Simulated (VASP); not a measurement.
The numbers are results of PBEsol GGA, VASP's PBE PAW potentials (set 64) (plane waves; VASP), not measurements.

A VASP calculation is set up with these files.

### INCAR
```
ISMEAR = 1   ! Methfessel-Paxton
SIGMA = 0.1
GGA = PS
PSTRESS = 200   ! kbar
PREC = Accurate
ENCUT = 500
SYSTEM = SnSe2
EDIFF = 1E-6   ! SCF stop (eV)
EDIFFG = -0.02
IBRION = 2   ! conjugate gradients
NELM = 100
ALGO = Normal   ! blocked Davidson
ISIF = 3   ! ions, shape and volume
LASPH = .TRUE.   ! aspherical one-centre terms
NSW = 40
LMAXMIX = 4   ! l cut-off of mixed one-centre charges
LWAVE = .FALSE.
LREAL = .FALSE.   ! projection in real space or not
LCHARG = .FALSE.
```

### POSCAR
```
SnSe2
1.0
  1.8100619953  -3.1351257796   0.0000000000
  1.8100619953   3.1351257796   0.0000000000
  0.0000000000   0.0000000000   5.1806311829
Sn Se
1 2
Cartesian
  3.6201239906   0.0000000000   0.0000000000
  1.8100619953   1.0450440166   1.5871418697
  1.8100619953  -1.0450440166   3.5934893132
```

### KPOINTS
```
kpoints
0
G
  10 10 6
```

POTCAR, in this order: Sn_d Se (PBE.64 set). Program: vasp_std.

Task: What will the output report for the number of irreducible k-points (NKPTS), largest plane-wave count, number of space-group operations, FFT grid (NGX, NGY, NGZ)?

Result: 
| Quantity | Result |
|---|---|
| number of irreducible k-points (NKPTS) | 72 |
| largest plane-wave count | 1531 |
| number of space-group operations | 12 |
| FFT grid (NGX, NGY, NGZ) | 28 × 28 × 40 |

The compound is SnSe2 in the 1T layered structure. This run relaxes it under an external pressure of 20 GPa. Symmetry was kept, so distortions that lower it aren't found.
